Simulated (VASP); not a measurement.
Calculation: r2SCAN meta-GGA, VASP's PBE PAW potentials (set 64) (plane waves; VASP).

VASP ran on this input.

File KPOINTS:
```
Automatic mesh
0
Gamma
10 10 6
0 0 0
```

INCAR:
```
ALGO = Normal
EDIFF = 1E-7
EDIFFG = -0.01
ENCUT = 520
IBRION = 2
ISIF = 4
ISMEAR = 0
LASPH = .TRUE.
LCHARG = .FALSE.
LMIXTAU = .TRUE.
LREAL = .FALSE.
LWAVE = .FALSE.
METAGGA = R2SCAN
NELM = 100
NSW = 30
PREC = Accurate
SIGMA = 0.05
SYSTEM = AlN
```

POSCAR:
```
AlN
1
    1.5211190490    -2.6346554716     0.0000000000
    1.5211190490     2.6346554716     0.0000000000
    0.0000000000     0.0000000000     4.8723138583
Al N
2 2
Direct
  0.6666670000   0.3333330000   0.5000740584
  0.3333330000   0.6666670000   0.0000740584
  0.6666670000   0.3333330000   0.8819259416
  0.3333330000   0.6666670000   0.3819259416
```

POTCAR, in this order: Al N (PBE.64 set). Program: vasp_std.

Output of the run:

File OUTCAR:
```
 ion  position               nearest neighbor table
   1  0.667  0.333  0.500-   4 1.85   4 1.85   4 1.85   3 1.86   2 3.00   2 3.00   2 3.00   2 3.00
                             2 3.00   2 3.00
   2  0.333  0.667  0.000-   3 1.85   3 1.85   3 1.85   4 1.86   1 3.00   1 3.00   1 3.00   1 3.00
                             1 3.00   1 3.00
   3  0.667  0.333  0.882-   2 1.85   2 1.85   2 1.85   1 1.86
   4  0.333  0.667  0.382-   1 1.85   1 1.85   1 1.85   2 1.86
  LATTYP: Found a hexagonal cell.
 ALAT       =     3.0422380931
 C/A-ratio  =     1.6015557327
 Subroutine PRICEL returns:
 Original cell was already a primitive cell.
 Subroutine GETGRP returns: Found 12 space group operations
The static configuration has the point symmetry C_3v.
 The point group associated with its full space group is C_6v.
The dynamic configuration has the point symmetry C_3v.
 Subroutine INISYM returns: Found 12 space group operations
 Subroutine IBZKPT returns following result:
 Found     56 irreducible k-points:

 Following reciprocal coordinates:
            Coordinates               Weight
  0.000000  0.000000  0.000000      1.000000
  0.100000  0.000000  0.000000      6.000000
  0.200000  0.000000  0.000000      6.000000
  0.300000  0.000000  0.000000      6.000000
  0.400000  0.000000  0.000000      6.000000
  0.500000  0.000000  0.000000      3.000000
  0.100000  0.100000  0.000000      6.000000
  0.200000  0.100000  0.000000     12.000000
  0.300000  0.100000  0.000000     12.000000
  0.400000  0.100000  0.000000     12.000000
  0.200000  0.200000  0.000000      6.000000
  0.300000  0.200000  0.000000     12.000000
  0.400000  0.200000  0.000000      6.000000
  0.300000  0.300000  0.000000      6.000000
  0.000000  0.000000  0.166667      2.000000
  0.100000  0.000000  0.166667     12.000000
  0.200000  0.000000  0.166667     12.000000
  0.300000  0.000000  0.166667     12.000000
...
```

### OSZICAR
```
       N       E                     dE             d eps       ncg     rms          rms(c)
DAV:   1     0.448677922986E+02    0.44868E+02   -0.80615E+03  1344   0.125E+03
DAV:   2    -0.430663588467E+02   -0.87934E+02   -0.82103E+02  1968   0.240E+02
DAV:   3    -0.471210657743E+02   -0.40547E+01   -0.40374E+01  1768   0.555E+01
DAV:   4    -0.471534373067E+02   -0.32372E-01   -0.32367E-01  1496   0.576E+00
DAV:   5    -0.471538825794E+02   -0.44527E-03   -0.44526E-03  1736   0.691E-01    0.131E+01
DAV:   6    -0.388278346753E+02    0.83260E+01   -0.14329E+01  1600   0.296E+01    0.600E+00
DAV:   7    -0.378190803860E+02    0.10088E+01   -0.70573E-01  1436   0.877E+00    0.321E+00
DAV:   8    -0.399218758097E+02   -0.21028E+01   -0.15053E+00  1624   0.108E+01    0.240E+00
DAV:   9    -0.381161024295E+02    0.18058E+01   -0.98478E-01  1348   0.971E+00    0.445E-01
DAV:  10    -0.380648023061E+02    0.51300E-01   -0.61683E-02  1428   0.300E+00    0.450E-01
DAV:  11    -0.381279515033E+02   -0.63149E-01   -0.12013E-02  1384   0.160E+00    0.373E-01
DAV:  12    -0.382329728130E+02   -0.10502E+00   -0.27096E-02  1352   0.214E+00    0.226E-01
DAV:  13    -0.383436550610E+02   -0.11068E+00   -0.30527E-02  1420   0.193E+00    0.216E-01
DAV:  14    -0.383434366472E+02    0.21841E-03   -0.93563E-04  1648   0.378E-01    0.161E-01
DAV:  15    -0.383439802299E+02   -0.54358E-03   -0.28420E-04  1384   0.247E-01    0.922E-02
DAV:  16    -0.383441868652E+02   -0.20664E-03   -0.19303E-04  1460   0.147E-01    0.249E-02
DAV:  17    -0.383441333505E+02    0.53515E-04   -0.51653E-05  1432   0.988E-02    0.402E-02
DAV:  18    -0.383442390229E+02   -0.10567E-03   -0.21060E-05  1352   0.602E-02    0.266E-02
DAV:  19    -0.383442198670E+02    0.19156E-04   -0.60519E-06  1476   0.295E-02    0.982E-03
DAV:  20    -0.383442339945E+02   -0.14128E-04   -0.12017E-06  1424   0.168E-02    0.472E-03
DAV:  21    -0.383442306100E+02    0.33845E-05   -0.59496E-08  1036   0.330E-03    0.139E-03
DAV:  22    -0.383442327950E+02   -0.21850E-05   -0.77399E-08   708   0.270E-03    0.156E-03
DAV:  23    -0.383442312218E+02    0.15732E-05   -0.10074E-08   684   0.173E-03    0.146E-03
DAV:  24    -0.383442307263E+02    0.49552E-06   -0.53083E-09   684   0.917E-04    0.497E-04
DAV:  25    -0.383442301661E+02    0.56021E-06   -0.27074E-09   684   0.585E-04    0.837E-05
DAV:  26    -0.383442305436E+02   -0.37747E-06   -0.10264E-09   680   0.352E-04    0.306E-05
DAV:  27    -0.383442304044E+02    0.13921E-06   -0.21101E-10   672   0.141E-04    0.505E-05
DAV:  28    -0.383442303951E+02    0.92298E-08   -0.10840E-10   672   0.157E-04
   1 F= -.38344230E+02 E0= -.38344230E+02  d E =-.383442E+02
       N       E                     dE             d eps       ncg     rms          rms(c)
DAV:   1    -0.383448109909E+02   -0.58059E-03   -0.26155E-02  1344   0.158E+00    0.925E-02
DAV:   2    -0.383446614036E+02    0.14959E-03   -0.24987E-04  1700   0.161E-01    0.548E-02
DAV:   3    -0.383445618214E+02    0.99582E-04   -0.16870E-04  1448   0.127E-01    0.570E-03
DAV:   4    -0.383445946871E+02   -0.32866E-04   -0.20816E-05  1488   0.565E-02    0.304E-03
DAV:   5    -0.383445590296E+02    0.35657E-04   -0.87794E-06  1352   0.373E-02    0.246E-03
DAV:   6    -0.383445804439E+02   -0.21414E-04   -0.39243E-06  1352   0.240E-02    0.806E-04
DAV:   7    -0.383445794453E+02    0.99865E-06   -0.16573E-07  1064   0.485E-03    0.388E-04
DAV:   8    -0.383445816455E+02   -0.22003E-05   -0.31038E-08   684   0.207E-03    0.185E-04
DAV:   9    -0.383445808355E+02    0.81008E-06   -0.16901E-08   680   0.158E-03    0.101E-04
DAV:  10    -0.383445809445E+02   -0.10905E-06   -0.50288E-09   672   0.786E-04    0.481E-05
DAV:  11    -0.383445810183E+02   -0.73762E-07   -0.90968E-10   672   0.323E-04
   2 F= -.38344581E+02 E0= -.38344581E+02  d E =-.350623E-03
       N       E                     dE             d eps       ncg     rms          rms(c)
DAV:   1    -0.383446145435E+02   -0.33599E-04   -0.17521E-03  1344   0.409E-01    0.239E-02
DAV:   2    -0.383446064827E+02    0.80608E-05   -0.16725E-05  1700   0.417E-02    0.142E-02
DAV:   3    -0.383445923675E+02    0.14115E-04   -0.11315E-05  1448   0.330E-02    0.148E-03
DAV:   4    -0.383446038608E+02   -0.11493E-04   -0.14001E-06  1496   0.147E-02    0.793E-04
DAV:   5    -0.383445947562E+02    0.91046E-05   -0.59464E-07  1352   0.970E-03    0.640E-04
DAV:   6    -0.383446002919E+02   -0.55357E-05   -0.25922E-07  1120   0.622E-03    0.217E-04
DAV:   7    -0.383445998893E+02    0.40260E-06   -0.14430E-08   672   0.138E-03    0.105E-04
DAV:   8    -0.383446006410E+02   -0.75170E-06   -0.32289E-09   672   0.681E-04    0.552E-05
DAV:   9    -0.383446003987E+02    0.24233E-06   -0.12690E-09   672   0.418E-04    0.343E-05
DAV:  10    -0.383446003902E+02    0.84667E-08   -0.33476E-10   672   0.210E-04
   3 F= -.38344600E+02 E0= -.38344600E+02  d E =-.369995E-03
       N       E                     dE             d eps       ncg     rms          rms(c)
DAV:   1    -0.383446542248E+02   -0.53826E-04   -0.59741E-02  1344   0.231E+00    0.364E-02
DAV:   2    -0.383446795983E+02   -0.25374E-04   -0.86388E-04  1556   0.264E-01    0.262E-02
DAV:   3    -0.383446615653E+02    0.18033E-04   -0.26479E-05  1552   0.723E-02    0.140E-02
DAV:   4    -0.383446478029E+02    0.13762E-04   -0.28959E-05  1376   0.553E-02    0.425E-03
DAV:   5    -0.383446652703E+02   -0.17467E-04   -0.12955E-05  1344   0.570E-02    0.290E-03
DAV:   6    -0.383446617817E+02    0.34886E-05   -0.58514E-06  1344   0.328E-02    0.153E-03
DAV:   7    -0.383446639351E+02   -0.21533E-05   -0.28375E-07  1500   0.677E-03    0.532E-04
DAV:   8    -0.383446633139E+02    0.62118E-06   -0.25082E-07  1160   0.685E-03    0.245E-04
DAV:   9    -0.383446643198E+02   -0.10059E-05   -0.41391E-08   672   0.286E-03    0.168E-04
DAV:  10    -0.383446643115E+02    0.83060E-08   -0.60979E-09   672   0.956E-04
   4 F= -.38344664E+02 E0= -.38344664E+02  d E =-.639213E-04
       N       E                     dE             d eps       ncg     rms          rms(c)
DAV:   1    -0.383447184798E+02   -0.54160E-04   -0.92155E-03  1344   0.907E-01    0.143E-02
DAV:   2    -0.383447259647E+02   -0.74848E-05   -0.13276E-04  1556   0.103E-01    0.103E-02
DAV:   3    -0.383447166875E+02    0.92771E-05   -0.41252E-06  1552   0.285E-02    0.542E-03
DAV:   4    -0.383447195187E+02   -0.28312E-05   -0.44604E-06  1376   0.217E-02    0.169E-03
DAV:   5    -0.383447128743E+02    0.66444E-05   -0.20247E-06  1344   0.225E-02    0.115E-03
DAV:   6    -0.383447174015E+02   -0.45272E-05   -0.91206E-07  1344   0.129E-02    0.584E-04
DAV:   7    -0.383447169582E+02    0.44329E-06   -0.40108E-08   696   0.260E-03    0.209E-04
DAV:   8    -0.383447171592E+02   -0.20100E-06   -0.32779E-08   672   0.246E-03    0.843E-05
DAV:   9    -0.383447168256E+02    0.33360E-06   -0.47127E-09   672   0.962E-04    0.608E-05
DAV:  10    -0.383447168326E+02   -0.69717E-08   -0.79467E-10   672   0.356E-04
   5 F= -.38344717E+02 E0= -.38344717E+02  d E =-.116442E-03
```

**OUTCAR**
```
------------------------ aborting loop because EDIFF is reached ----------------------------------------
  FORCE on cell =-STRESS in cart. coord.  units (eV):
  Direction    XX          YY          ZZ          XY          YZ          ZX
  --------------------------------------------------------------------------------------
  Total        3.5921573      3.5921573      3.5779280      0.0000000     -0.0000000      0.0000000
  in kB      147.3715482    147.3715474    146.7877759      0.0000000     -0.0000000      0.0000000
  external PRESSURE =     147.1769572 kB  Pullay stress =       0.0000000 kB
  volume of cell :       39.05
      direct lattice vectors                 reciprocal lattice vectors
     1.523233101 -2.638317115 -0.000000000     0.328249169 -0.189514747  0.000000000
     1.523233101  2.638317115  0.000000000     0.328249169  0.189514747 -0.000000000
     0.000000000  0.000000000  4.858798956     0.000000000 -0.000000000  0.205812179
  FREE ENERGIE OF THE ION-ELECTRON SYSTEM (eV)
  ---------------------------------------------------
  free  energy   TOTEN  =       -38.3447168326 eV

  energy  without entropy=      -38.3447168326  energy(sigma->0) =      -38.34471683

 reached required accuracy - stopping structural energy minimisation
```
(Selected blocks of OUTCAR.)

**CONTCAR**
```
AlN
   1.00000000000000
     1.5232331005771644   -2.6383171151798668   -0.0000000000000000
     1.5232331005771644    2.6383171151798668    0.0000000000000000
     0.0000000000000000    0.0000000000000000    4.8587989558035556
  Al              N
     2     2
Direct
     0.6666669999999968    0.3333330000000032    0.4994702029707079
     0.3333330000000032    0.6666669999999968    0.9994702029707079
     0.6666669999999968    0.3333330000000032    0.8825297970292971
     0.3333330000000032    0.6666669999999968    0.3825297970292971
```

**OUTCAR**
```
 val. band max:        6.5822684996   @ k =   0.0000   0.0000   0.0000

 cond. band min:      12.0668239435   @ k =   0.0000   0.0000   0.0000


 Fermi energy:         6.8169911541

 k-point     1 :       0.0000    0.0000    0.0000
  band No.  band energies     occupation
      1      -9.8362      2.00000
      2      -7.4904      2.00000
      3       0.1932      2.00000
      4       5.5953      2.00000
      5       5.5953      2.00000
      6       6.2837      2.00000
      7       6.2837      2.00000
      8       6.5823      2.00000
      9      12.0668      0.00000
     10      14.6305      0.00000
     11      18.7576      0.00000
     12      19.0140      0.00000

 k-point     2 :       0.1000    0.0000    0.0000
  band No.  band energies     occupation
      1      -9.6985      2.00000
      2      -7.4136      2.00000
      3       0.3551      2.00000
      4       5.0014      2.00000
      5       5.4195      2.00000
      6       5.7337      2.00000
      7       6.2684      2.00000
      8       6.5216      2.00000
      9      12.6254      0.00000
     10      15.1484      0.00000
     11      18.0055      0.00000
     12      18.2041      0.00000

 k-point     3 :       0.2000    0.0000    0.0000
  band No.  band energies     occupation
      1      -9.3036      2.00000
      2      -7.2144      2.00000
      3       0.8282      2.00000
      4       3.6403      2.00000
      5       4.5974      2.00000
      6       5.0407      2.00000
      7       6.1708      2.00000
      8       6.3022      2.00000
      9      13.6455      0.00000
     10      15.7036      0.00000
     11      16.3581      0.00000
     12      17.7327      0.00000

 k-point     4 :       0.3000    0.0000    0.0000
  band No.  band energies     occupation
      1      -8.7136      2.00000
      2      -6.9915      2.00000
      3       1.5650      2.00000
      4       2.2081      2.00000
      5       3.4184      2.00000
      6       4.6561      2.00000
...
```

The compound is AlN in the wurtzite structure. This cell is one point of a volume scan, at 0.94 of the reference volume. Symmetry was kept, so distortions that lower it aren't found.
